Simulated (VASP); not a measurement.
Input for VASP

**INCAR**
```
! general
SYSTEM  = ZnCdSe2
PREC    = Accurate
ENCUT   = 400
LREAL   = .FALSE.
LASPH   = .TRUE.

! electronic loop
EDIFF   = 1E-6
NELM    = 100
ALGO    = Normal
LMAXMIX = 4

! smearing
ISMEAR  = 0
SIGMA   = 0.05

! functional
GGA     = PS

! ions
IBRION  = 2
NSW     = 60
ISIF    = 3
EDIFFG  = -0.02

! output
LWAVE   = .FALSE.
LCHARG  = .FALSE.
```

**POSCAR**
```
ZnCdSe2
1
    2.0744741168     1.1976981804     6.7830066870
   -2.0744741168     1.1976981804     6.7830066870
    0.0000000000    -2.3953963608     6.7830066870
Zn Cd Se
1 1 2
Direct
  0.4994861546   0.4994861546   0.4994861546
  0.0013466198   0.0013466198   0.0013466198
  0.1303562499   0.1303562499   0.1303562499
  0.6188049757   0.6188049757   0.6188049757
```

KPOINTS:
```
Automatic mesh
0
Gamma
6 6 6
0 0 0
```

POTCAR, in this order: Zn Cd Se (PBE.64 set). Program: vasp_std.

Write an equivalent input for Quantum ESPRESSO's pw.x.

One equivalent input (not run):
```
&CONTROL
  calculation = 'vc-relax'
  pseudo_dir = './pseudo'
  outdir = './out'
  tprnfor = .true.
  tstress = .true.
  nstep = 60
  forc_conv_thr = 0.00078
/
&SYSTEM
  ibrav = 0
  nat = 4
  ntyp = 3
  ecutwfc = 102
  occupations = 'smearing'
  smearing = 'gaussian'
  degauss = 0.003675
  input_dft = 'pbesol'
/
&ELECTRONS
  conv_thr = 7.3e-08
  electron_maxstep = 100
/
&IONS
/
&CELL
/
ATOMIC_SPECIES
  Zn 65.380 Zn.upf
  Cd 112.414 Cd.upf
  Se 78.971 Se.upf
CELL_PARAMETERS angstrom
     2.0744741    1.1976982    6.7830067
    -2.0744741    1.1976982    6.7830067
     0.0000000   -2.3953964    6.7830067
ATOMIC_POSITIONS crystal
  Zn   0.4994862  0.4994862  0.4994862
  Cd   0.0013466  0.0013466  0.0013466
  Se   0.1303562  0.1303562  0.1303562
  Se   0.6188050  0.6188050  0.6188050
K_POINTS automatic
  6 6 6 0 0 0
```
What does not carry over: the potentials are each code's own (VASP's PAW set, PseudoDojo norm-conserving files in pw.x), so ENCUT and ecutwfc are chosen apart and not converted; conv_thr bounds pw.x's estimated SCF error, while EDIFF bounds the energy change between steps; forc_conv_thr acts on force components and is met together with etot_conv_thr.

The structure comes from a computed database's ZnCdSe2 entry (R3m); how it stands against other phases isn't given here. This run relaxes it. Symmetry was kept, so distortions that lower it aren't found. The start is the result of an earlier pass.
